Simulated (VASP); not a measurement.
# Ir2PdBr2 (I4/mmm) in VASP: notebook, part 2 of 2

VASP 6.6.1. The steps go on from the part before.

## 4. Single point, PBE

INCAR reads:

```
PREC     = Accurate       # precision mode
ENCUT    = 520            # plane-wave cutoff, eV
EDIFF    = 1E-6           # SCF threshold, eV
ISMEAR   = 1              # smearing method
SIGMA    = 0.0372         # smearing width, eV
LREAL    = False          # projectors in reciprocal space
LASPH    = True           # aspherical terms in the spheres
NELM     = 100            # most SCF steps
ALGO     = Fast           # electronic algorithm
ISIF     = 2              # what is computed and relaxed
LWAVE    = False          # write WAVECAR
LCHARG   = False          # write CHGCAR
GGA      = PE             # functional
NBANDS   = 29             # bands
ISYM     = 0
```

KPOINTS reads:

```
regular mesh
0
Gamma
  5 5 5
```

POSCAR reads:

```
Ir2PdBr2
1.0
    0.0000000000      3.9718565200      0.0000000000
    3.9718565200      0.0000000000      0.0000000000
    1.9859282600      1.9859282600     -6.3271895900
Br Ir Pd
2 2 1
Direct
    0.3523000000      0.3523000000      0.2954000000
    0.6477000000      0.6477000000      0.7046000000
    0.7500000000      0.2500000000      0.5000000000
    0.2500000000      0.7500000000      0.5000000000
    0.0000000000      0.0000000000      0.0000000000
```

Potentials or basis: VASP PAW PBE potentials, release 64 (Br, Ir, Pd).

On the command line:

```sh
$ cat potpaw_PBE.64/Br/POTCAR potpaw_PBE.64/Ir/POTCAR potpaw_PBE.64/Pd/POTCAR > POTCAR
$ mpirun -np 1 vasp_std > vasp.out
```

OUTCAR:

```text
PREC = Accurate
   ENCUT = 520
   EDIFF = 1E-6
   ISMEAR = 1
   LREAL = False
   LASPH = True
   NELM = 100
   ISIF = 2
   GGA = PE
   ISYM = 0

 ion  position               nearest neighbor table
   1  0.352  0.352  0.295-   3 2.37   4 2.37   4 2.37   3 2.37
   2  0.648  0.648  0.705-   4 2.37   3 2.37   3 2.37   4 2.37
   3  0.750  0.250  0.500-   1 2.37   1 2.37   2 2.37   2 2.37   4 2.81   4 2.81   4 2.81   4 2.81

   4  0.250  0.750  0.500-   1 2.37   1 2.37   2 2.37   2 2.37   3 2.81   3 2.81   3 2.81   3 2.81

   5  0.000  0.000  0.000-

IMPORTANT INFORMATION: All symmetrisations will be switched off!
NOSYMM: (Re-)initialisation of all symmetry stuff for point group C_1.

----------------------------------------------------------------------------------------

                                     Primitive cell

  volume of cell :      99.8155

  direct lattice vectors                    reciprocal lattice vectors
     0.000000000  3.971856520  0.000000000     0.000000000  0.251771431  0.079024027
     3.971856520  0.000000000  0.000000000     0.251771431  0.000000000  0.079024027
     1.985928260  1.985928260 -6.327189590     0.000000000  0.000000000 -0.158048054

  length of vectors
     3.971856520  3.971856520  6.922510398     0.263881887  0.263881887  0.158048054

  position of ions in fractional coordinates (direct lattice)
     0.352300000  0.352300000  0.295400000
     0.647700000  0.647700000  0.704600000
     0.750000000  0.250000000  0.500000000
     0.250000000  0.750000000  0.500000000
     0.000000000  0.000000000  0.000000000

  ion indices of the primitive-cell ions
   primitive index   ion index
                 1           1
                 2           2
                 3           3
                 4           4
                 5           5

----------------------------------------------------------------------------------------

 KPOINTS: regular mesh

Automatic generation of k-mesh.
 Grid dimensions read from file:
 generate k-points for:    5    5    5

 Generating k-lattice:

  Cartesian coordinates                     Fractional coordinates (reciprocal lattice)
     0.000000000  0.050354286  0.015804805     0.200000000  0.000000000  0.000000000
     0.050354286  0.000000000  0.015804805     0.000000000  0.200000000  0.000000000
     0.000000000  0.000000000 -0.031609611     0.000000000  0.000000000  0.200000000

  Length of vectors
     0.052776377  0.052776377  0.031609611

  Shift w.r.t. Gamma in fractional coordinates (k-lattice)
     0.000000000  0.000000000  0.000000000

 Subroutine IBZKPT returns following result:
 ===========================================

 Found     63 irreducible k-points:

 Following reciprocal coordinates:
            Coordinates               Weight
  0.000000  0.000000  0.000000      1.000000
  0.200000  0.000000 -0.000000      2.000000
  0.000000 -0.200000 -0.200000      2.000000
 -0.200000  0.000000 -0.200000      2.000000
  0.000000  0.200000 -0.000000      2.000000
  0.400000  0.000000 -0.000000      2.000000
[... 16 lines left out ...]
  0.200000  0.400000  0.400000      2.000000
  0.400000 -0.200000  0.200000      2.000000
 [... further k-points ...]
   k-points           NKPTS =     63   k-points in BZ     NKDIM =     63   number of bands    NBANDS=     29
   number of dos      NEDOS =    301   number of ions     NIONS =      5
   total plane-waves  NPLWV =  48600
   dimension x,y,z NGX =    30 NGY =   30 NGZ =   54
   dimension x,y,z NGXF=    60 NGYF=   60 NGZF=  108
   ions per type =               2   2   1
   NGX,Y,Z   is equivalent  to a cutoff of  12.56, 12.56, 12.97 a.u.
   NGXF,Y,Z  is equivalent  to a cutoff of  25.11, 25.11, 25.94 a.u.
 SYSTEM =  unknown system
   PREC   = accura    normal or accurate (medium, high low for compatibility)
   ISTART =      0    job   : 0-new  1-cont  2-samecut
   ICHARG =      2    charge: 1-file 2-atom 10-const
   ISPIN  =      1    spin polarized calculation?
   LNONCOLLINEAR =      F non collinear calculations
   LSORBIT =      F    spin-orbit coupling
   LASPH  =      T    aspherical Exc in radial PAW
   ENCUT  =  520.0 eV  38.22 Ry    6.18 a.u.   7.39  7.39 12.87*2*pi/ulx,y,z
   NELM   =    100;   NELMIN=  2; NELMDL= -5     # of ELM steps
   EDIFF  = 0.1E-05   stopping-criterion for ELM
   LREAL  =      F    real-space projection
   EDIFFG = 0.1E-04   stopping-criterion for IOM
   NSW    =      0    number of steps for IOM
   IBRION =     -1    ionic relax: 0-MD 1-quasi-New 2-CG
   NFREE  =      0    steps in history (QN), initial steepest desc. (CG)
   ISIF   =      2    stress and relaxation
   ISYM   =      0    0-nonsym 1-usesym 2-fastsym
   POTIM  = 0.5000    time-step for ionic-motion
   TEBEG  =    0.0;   TEEND  =   0.0 temperature during run
   PSTRESS=    0.0 pullay stress
   NELECT =      42.0000    total number of electrons
   NUPDOWN=      -1.0000    fix difference up-down
   EMIN   =  10.00;   EMAX   =-10.00  energy-range for DOS
   EFERMI =   0.00;   METHOD = LEGACY
   ISMEAR =     1;   SIGMA  =   0.04  broadening in eV -4-tet -1-fermi 0-gaus
   EFERMI_NEDOS =   21; number of points for ismear=-14 and -15
   IALGO  =     68    algorithm
   IMIX   =      4    mixing-type and parameters
     AMIX     =   0.40;   BMIX     =  1.00
     AMIX_MAG =   1.60;   BMIX_MAG =  1.00
  volume/ion in A,a.u.               =      19.96       134.72
  Fermi-wavevector in a.u.,A,eV,Ry     =   1.226757  2.318235 20.475859  1.504933
  Thomas-Fermi vector in A             =   2.361746
   LORBIT       =      0    0 simple, 1 ext, 2 COOP (PROOUT), +10 PAW based schemes
   GGA     = PE    functional components
   LHFCALC =     F    Hartree Fock is set to
   AEXX    =    0.0000 exact exchange contribution
   IVDW    =     0    specifies the selected vdW correction
   LEPSILON=     F    determine dielectric tensor
   LRPA    =     F    only Hartree local field effects (RPA)
 non-spin polarized calculation
 RMM-DIIS sequential band-by-band and
 Methfessel and Paxton  Order N= 1 SIGMA  =   0.04
  energy-cutoff  :      520.00
  volume of cell :       99.82
 maximum number of plane-waves:      2735
 NGX is ok and might be reduce to    30
   NGX = 15   NGY = 15   NGZ = 25

 number of electron      41.9999997 magnetization

 Free energy of the ion-electron system (eV)
  ---------------------------------------------------
  ext. energy  EPLUGINS =         0.00000000
  ---------------------------------------------------
  free energy    TOTEN  =       -18.17935567 eV

  energy without entropy =      -18.17789024  energy(sigma->0) =      -18.17886719

 E-fermi :   6.7327     XC(G=0): -10.9540

 val. band max:        6.7167558737   @ k =   0.0000  -0.4000  -0.2000
 cond. band min:       6.7358824434   @ k =   0.4000  -0.2000   0.2000
 fundamental gap:      0.0191265697
 Fermi energy:         6.7326871164

 k-point     1 :       0.0000    0.0000    0.0000
  band No.  band energies     occupation
      1     -12.7062      2.00000
      2     -12.0219      2.00000
      3      -2.4959      2.00000
      4      -1.7174      2.00000
      5      -1.7174      2.00000
      6      -1.6734      2.00000
[... 21 lines left out ...]
     28      12.0576      0.00000
     29      13.4357      0.00000

 k-point     2 :       0.2000    0.0000   -0.0000
  band No.  band energies     occupation
      1     -12.5580      2.00000
      2     -12.0040      2.00000
      3      -2.3885      2.00000
      4      -1.6873      2.00000
      5      -1.6656      2.00000
      6      -1.3956      2.00000
[... 21 lines left out ...]
     28      12.2106      0.00000
     29      13.4985      0.00000

 k-point     3 :       0.0000   -0.2000   -0.2000
  band No.  band energies     occupation
      1     -12.5580      2.00000
      2     -12.0040      2.00000
      3      -2.3885      2.00000
      4      -1.6873      2.00000
      5      -1.6656      2.00000
      6      -1.3956      2.00000
[... 638 lines left out ...]
      5      -1.1177      2.00000
      6      -0.9152      2.00000
[... 21 lines left out ...]
     28      12.3258      0.00000
     29      13.0965      0.00000

 k-point    24 :       0.4000   -0.2000    0.2000
  band No.  band energies     occupation
      1     -12.1694      2.00000
      2     -11.9667      2.00000
      3      -2.6745      2.00000
      4      -2.1232      2.00000
      5      -1.1177      2.00000
      6      -0.9152      2.00000
[... 21 lines left out ...]
     28      12.3258      0.00000
     29      13.0964      0.00000

 [... further k-points ...]

------------------------ aborting loop because EDIFF is reached ----------------------------------------

  FORCE on cell =-STRESS in cart. coord.  units (eV):
  Direction    XX          YY          ZZ          XY          YZ          ZX
  --------------------------------------------------------------------------------------
  -------------------------------------------------------------------------------------
  Total       12.2121133     12.2121708     12.5977093      0.0000111      0.0000781      0.0000842
  in kB      196.0213859    196.0223095    202.2107381      0.0001782      0.0012531      0.0013522
  external PRESSURE =     198.0848112 kB  Pullay stress =       0.0000000 kB

 VOLUME and BASIS-vectors are now :
 -----------------------------------------------------------------------------
  energy-cutoff  :      520.00
  volume of cell :       99.82
      direct lattice vectors                 reciprocal lattice vectors
     0.000000000  3.971856520  0.000000000     0.000000000  0.251771431  0.079024027
     3.971856520  0.000000000  0.000000000     0.251771431  0.000000000  0.079024027
     1.985928260  1.985928260 -6.327189590     0.000000000  0.000000000 -0.158048054

 POSITION                                       TOTAL-FORCE (eV/Angst)
 -----------------------------------------------------------------------------------
      1.98593      1.98593     -1.86905         0.000039      0.000026      6.009299
      3.97186      3.97186     -4.45814        -0.000037     -0.000030     -6.009303
      1.98593      3.97186     -3.16359         0.000016     -0.000033      0.000003
      3.97186      1.98593     -3.16359        -0.000024      0.000043     -0.000007
      0.00000      0.00000      0.00000         0.000006     -0.000007      0.000007
 -----------------------------------------------------------------------------------
    total drift:                               -0.000007     -0.000003     -0.000012

  FREE ENERGIE OF THE ION-ELECTRON SYSTEM (eV)
  ---------------------------------------------------
  free  energy   TOTEN  =       -18.1793556733 eV

  energy  without entropy=      -18.1778902374  energy(sigma->0) =      -18.17886719
```

Run time: 3.2 min. Hardware: 1 thread of Intel Xeon Platinum 8259CL at 2.50GHz (Skylake/Cascade Lake), shared host; peak memory 0.34 GiB.

Results:

* Free energy: -18.1794 eV
* Pressure: 19.8 GPa
* Largest force: 6.009 eV/Å
* Band gap on the k mesh: none (metal or under the smearing width)

Forces on the atoms (eV/Å):
```
Br   0.000  0.000  6.009
Br   0.000  0.000 -6.009
Ir   0.000  0.000  0.000
Ir   0.000  0.000  0.000
Pd   0.000  0.000  0.000
```

Caveat: so large a pressure means that the cell lies far from this level's equilibrium, or that cutoff or potentials fall short; forces of over 1 eV/Å show positions far from the minimum, so gaps and moduli don't describe the material at rest.
